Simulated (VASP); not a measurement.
# TeAs2: single point with PBE

The system is TeAs2, a sheet with vacuum.

```xyz
3
Lattice="5.0109 0.0000 0.0000 -2.5054 4.3395 0.0000 0.0000 0.0000 23.8000" Properties=species:S:1:pos:R:3 pbc="T T T"
Te    0.0000    0.0000    7.0000
As    0.0000    2.8930    7.0000
As    2.5054    1.4465    7.0000
```

The cell was built by a generator and needn't be a form met in nature.

```
Program             : VASP 6.6.1
Task                : single point
Functional          : PBE
Potentials or basis : VASP PAW PBE potentials, release 64 (Te, As)
Cutoff              : 520 eV
k mesh              : 6 × 6 × 1
Occupations         : gaussian, width 0.1 eV
Spin                : no spin polarisation
```

| Property | Result |
| --- | --- |
| Band gap on the k mesh | none (metal or under the smearing width) |

Levels at points of the mesh, in eV from the Fermi level:
```
           k point  band 4  band 5  band 6  band 7  band 8  band 9  band 10  band 11  band 12  band 13
(0.00, 0.00, 0.00)   -4.00   -4.00   -3.59   -3.38   -3.38    0.94     1.28     3.55     4.75     5.09
(0.50, 0.00, 0.00)   -5.76   -2.07   -1.48   -0.58   -0.04    0.37     1.91     2.02     3.02     5.38
```

Run time: 2.5 min on 1 thread of Intel(R) Xeon(R) Platinum 8259CL CPU @ 2.50GHz (Skylake/Cascade Lake), on a shared host, peak memory 0.63 GiB.

Spin-orbit coupling is left out, which matters for the levels of Te.
